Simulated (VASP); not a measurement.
A VASP calculation is set up with these files.

**INCAR**
```
EDIFF = 1E-7
NELM = 100   ! most electronic steps
SYSTEM = YN
LWAVE = .FALSE.
ISIF = 2
LASPH = .TRUE.   ! aspherical one-centre terms
GGA = PS   ! PBEsol
IBRION = 2   ! conjugate gradients
SIGMA = 0.05
ENCUT = 600
PREC = Accurate
LCHARG = .FALSE.
LREAL = .FALSE.   ! projection in real space or not
NSW = 30
LMAXMIX = 4
ISMEAR = 0   ! Gaussian
ALGO = Normal   ! blocked Davidson
EDIFFG = -0.01   ! ionic stop
```

File POSCAR:
```
YN
1
    0.0000000000     2.4277562656     2.3913399217
    2.3913399217     0.0000000000     2.3913399217
    2.3913399217     2.4277562656     0.0000000000
Y N
1 1
Direct
  0.0000000000   0.0000000000   0.0000000000
  0.5000000000   0.5000000000   0.5000000000
```

KPOINTS:
```
Automatic mesh
0
Gamma
10 10 10
0 0 0
```

POTCAR, in this order: Y_sv N (PBE.64 set). Program: vasp_std.

### Question
Translate this PBEsol calculation to Quantum ESPRESSO's pw.x.

### Answer
One equivalent input (not run):
```
&CONTROL
  calculation = 'relax'
  pseudo_dir = './pseudo'
  outdir = './out'
  tprnfor = .true.
  tstress = .true.
  nstep = 30
  forc_conv_thr = 0.00039
/
&SYSTEM
  ibrav = 0
  nat = 2
  ntyp = 2
  ecutwfc = 84
  occupations = 'smearing'
  smearing = 'gaussian'
  degauss = 0.003675
  input_dft = 'pbesol'
/
&ELECTRONS
  conv_thr = 7.3e-09
  electron_maxstep = 100
/
&IONS
/
ATOMIC_SPECIES
  Y 88.906 Y.upf
  N 14.007 N.upf
CELL_PARAMETERS angstrom
     0.0000000    2.4277563    2.3913399
     2.3913399    0.0000000    2.3913399
     2.3913399    2.4277563    0.0000000
ATOMIC_POSITIONS crystal
  Y    0.0000000  0.0000000  0.0000000
  N    0.5000000  0.5000000  0.5000000
K_POINTS automatic
  10 10 10 0 0 0
```
The two are equivalent in intent, not identical: the potentials are each code's own (VASP's PAW set, PseudoDojo norm-conserving files in pw.x), so ENCUT and ecutwfc are chosen apart and not converted; conv_thr bounds pw.x's estimated SCF error, while EDIFF bounds the energy change between steps; forc_conv_thr acts on force components and is met together with etot_conv_thr.

The compound is YN in the rock salt structure. This cell was strained or had an atom moved on purpose.
